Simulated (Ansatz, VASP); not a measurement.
## One calculation of Tl3Cu, two programs

File INCAR:

```
ALGO     = Normal         # electronic algorithm
EDIFF    = 1E-7           # SCF threshold, eV
ENCUT    = 520            # plane-wave cutoff, eV
GGA      = PE             # functional
ISIF     = 2              # what is computed and relaxed
ISMEAR   = -1             # smearing method
LASPH    = True           # aspherical terms in the spheres
LCHARG   = False          # write CHGCAR
LREAL    = False          # projectors in reciprocal space
LWAVE    = False          # write WAVECAR
NBANDS   = 33             # bands
NELM     = 60             # most SCF steps
PREC     = Accurate       # precision mode
SIGMA    = 0.05           # smearing width, eV
```

File KPOINTS:

```
k-points
0
Gamma
  6 6 6
```

File POSCAR:

```
Tl3Cu
1.0
    4.7790708815      0.0000000000      0.0000000000
    0.0000000000      4.7790708815      0.0000000000
    0.0000000000      0.0000000000      4.7790708815
Tl Cu
3 1
Direct
    0.5000000000      0.5000000000      0.0000000000
    0.5000000000      0.0000000000      0.5000000000
    0.0000000000      0.5000000000      0.5000000000
    0.0000000000      0.0000000000      0.0000000000
```

Contents of input.yaml:

```yaml
crystal:
  lattice:
    - [4.7790708815, 0.0, 0.0]
    - [0.0, 4.7790708815, 0.0]
    - [0.0, 0.0, 4.7790708815]
  atoms:
    - { symbol: Tl, position: [0.5, 0.5, 0.0] }
    - { symbol: Tl, position: [0.5, 0.0, 0.5] }
    - { symbol: Tl, position: [0.0, 0.5, 0.5] }
    - { symbol: Cu, position: [0.0, 0.0, 0.0] }
hamiltonian:
  xc: pbe
  pseudopotentials: { kind: paw }
kpoints:
  mp_grid: { grid: [6, 6, 6] }
scf:
  occupations: { method: fermi_dirac, width: 0.05 }
output:
  forces: true
  stress: true
  eigenvalues: true
```

Change from the starting cell: volume scaled by 1.04.

Alike in both runs: task single point; functional PBE; k mesh 6 × 6 × 6; occupations fermi-dirac, width 0.05 eV; no spin polarisation.

|  | VASP | Ansatz |
| --- | --- | --- |
| version | VASP 6.6.1 | Ansatz 0.2.0 |
| potentials or method | VASP PAW PBE potentials, release 64 (Tl_d, Cu) | Ansatz PAW |
| plane-wave cutoff (eV) | 520 | 420 |
| valence electrons in the cell | 50 | 58 |

VASP gave:

- gap on the k mesh at the Fermi level (eV): none
- pressure (GPa): -1.2

Question: Estimate Ansatz's values.

Answer: gap on the k mesh at the Fermi level (eV): none; pressure (GPa): -1.1.

A gap of «none» marks a metal or a gap that the smearing closes. The two sets of potentials don't hold the same shells in valence.

The runs have no spin-orbit coupling, so splittings on Tl are missing.
